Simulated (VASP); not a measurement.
Given:

```xyz
1
Lattice="0.0000 1.9166 1.9166 1.9166 0.0000 1.9166 1.9166 1.9166 0.0000" Properties=species:S:1:pos:R:3 pbc="T T T"
Ir     0.0000     0.0000     0.0000
```

Calculation: PBEsol GGA, VASP's PBE PAW potentials (set 64) (plane waves; VASP 6.6.1). Settings: 400 eV cut-off, Gaussian smearing of 0.050 eV, potentials Ir.

Question: Give the energies of bands 1 to 6 at the high-symmetry points, in eV from the Fermi level.

Answer: 
```csv
band,Γ,X,U,L,W
1,-11.23,-7.99,-7.02,-8.19,-6.32
2,-3.93,-7.41,-6.05,-4.03,-4.93
3,-3.93,0.90,-2.93,-4.03,-4.93
4,-3.93,1.50,-0.88,-0.82,-1.81
5,-1.19,1.50,0.62,0.92,1.50
6,-1.19,1.65,6.33,0.92,8.21
```

It has no gap at this level: it comes out as a metal or semimetal.

The compound is Ir in the fcc structure. It was relaxed first.
